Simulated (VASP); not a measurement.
Data:

```xyz
2
Lattice="2.9900 0.0000 0.0000 0.0000 2.9900 0.0000 0.0000 0.0000 2.9900" Properties=species:S:1:pos:R:3 pbc="T T T"
Al     1.4950     1.4950     1.4950
Ru     0.0000     0.0000     0.0000
```

Computed with optB86b-vdW, VASP's PBE PAW potentials (set 64) (plane waves; VASP). Numerical set-up: 520 eV cut-off, 11×11×11 Γ-centred mesh, first-order Methfessel-Paxton smearing of 0.10 eV, potentials Al Ru_pv.

Estimate the energy per atom (σ→0), band gap (on the k-mesh) with the smallest direct gap where there is one.

The band gap (on the k-mesh) is none (metal, semimetal or under 0.01 eV) and the energy per atom (σ→0) comes out as -5.068 eV/atom.

Total energies compare only between runs with the same potentials, cut-off and functional.

The compound is RuAl in the CsCl type structure. The cell was not relaxed at this level. The electron count is odd and the run is not spin-polarised, which forces a metal.
